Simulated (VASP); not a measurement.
A convergence study with VASP on SrCl$_{2}$ (fluorite): one setting is varied, all else stays as given below, so the limit is that of these other settings.

```xyz
3
Lattice="0.0000 3.4900 3.4900 3.4900 0.0000 3.4900 3.4900 3.4900 0.0000" Properties=species:S:1:pos:R:3 pbc="T T T"
Sr     0.0000     0.0000     0.0000
Cl     1.7450     1.7450     1.7450
Cl     5.2350     5.2350     5.2350
```

These are PBE GGA, VASP's PBE PAW potentials (set 64) (plane waves; VASP) values and carry that method's errors. The tightest run used: 550 eV cut-off, 10×10×10 Monkhorst-Pack mesh, Gaussian smearing of 0.050 eV, potentials Sr_sv Cl.

Question: The settings run are 1×1×1 mesh; 2×2×2 mesh; 3×3×3 mesh; 4×4×4 mesh; 5×5×5 mesh; 6×6×6 mesh; 7×7×7 mesh; 8×8×8 mesh; 9×9×9 mesh; 10×10×10 mesh. From which on does the energy per atom stay within 0.002 eV/atom of the tightest run?

Answer: From 3×3×3 mesh on: it is off by 0.0004 there and by no more than 0.002 in any finer run, while 2×2×2 mesh is off by 0.0042.
```json
[
 {"setting": "1×1×1 mesh", "E (eV/atom)": "-4.0641", "pressure (GPa)": "-0.22", "irreducible k-points": "1", "difference judged (eV/atom)": "0.1970"},
 {"setting": "2×2×2 mesh", "E (eV/atom)": "-4.2653", "pressure (GPa)": "0.96", "irreducible k-points": "2", "difference judged (eV/atom)": "0.0042"},
 {"setting": "3×3×3 mesh", "E (eV/atom)": "-4.2607", "pressure (GPa)": "1.05", "irreducible k-points": "4", "difference judged (eV/atom)": "0.0004"},
 {"setting": "4×4×4 mesh", "E (eV/atom)": "-4.2611", "pressure (GPa)": "1.04", "irreducible k-points": "10", "difference judged (eV/atom)": "0.0000"},
 {"setting": "5×5×5 mesh", "E (eV/atom)": "-4.2611", "pressure (GPa)": "1.04", "irreducible k-points": "10", "difference judged (eV/atom)": "0.0000"},
 {"setting": "6×6×6 mesh", "E (eV/atom)": "-4.2611", "pressure (GPa)": "1.04", "irreducible k-points": "28", "difference judged (eV/atom)": "0.0000"},
 {"setting": "7×7×7 mesh", "E (eV/atom)": "-4.2611", "pressure (GPa)": "1.04", "irreducible k-points": "20", "difference judged (eV/atom)": "0.0000"},
 {"setting": "8×8×8 mesh", "E (eV/atom)": "-4.2611", "pressure (GPa)": "1.04", "irreducible k-points": "60", "difference judged (eV/atom)": "0.0000"},
 {"setting": "9×9×9 mesh", "E (eV/atom)": "-4.2611", "pressure (GPa)": "1.04", "irreducible k-points": "35", "difference judged (eV/atom)": "0.0000"},
 {"setting": "10×10×10 mesh", "E (eV/atom)": "-4.2611", "pressure (GPa)": "1.04", "irreducible k-points": "110", "difference judged (eV/atom)": "0.0000"}
]
```

Left out are rungs that failed or repeat a setting and relaxations that didn't move; long series are thinned to 24 rows.

The compound is SrCl2 in the fluorite structure. The cell was not relaxed at this level.
